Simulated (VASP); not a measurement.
SnAu, 16 atoms in the cell. Symmetry: P6_3/mmc, No. 194, hexagonal system. Conventional cell: a = 4.322 Å, b = 4.322 Å, c = 5.523 Å, α = 90.00°, β = 90.00°, γ = 120.00°. Around Au (site symmetry -3m) lie 2 Au at 2.76 Å and 6 Sn at 2.85 Å. Sn (site symmetry -6m2) is surrounded by 6 Au at 2.85 Å. The cell was built by a generator and isn't the measured one.

```yaml
Program: VASP 6.6.1
Task: single point
Functional: LDA
Potentials_or_basis: VASP PAW LDA potentials, release 64 (Au, Sn_d)
Cutoff: 400 eV
k_mesh: 6 × 6 × 6
Occupations: gaussian, width 0.1 eV
Spin: no spin polarisation
Site: 0
Further_INCAR_settings: ALGO = Fast; EDIFF = 1e-06
```

Potentials or basis: VASP PAW LDA potentials, release 64 (Au, Sn_d).

The run is started by

```sh
$ cat potpaw_LDA.64/Au/POTCAR potpaw_LDA.64/Au/POTCAR potpaw_LDA.64/Sn_d/POTCAR > POTCAR
$ mpirun -np 1 vasp_std > vasp.out
```

Hardware: 1 thread of Intel(R) Xeon(R) 6975P-C (Granite Rapids), on a shared host.

Task: Estimate the wall time of this run.

Result: Wall time 11 min on 1 thread of Intel(R) Xeon(R) 6975P-C (Granite Rapids) (shared host), peak memory 0.73 GiB. Counts: scf iterations 15, k points 34.
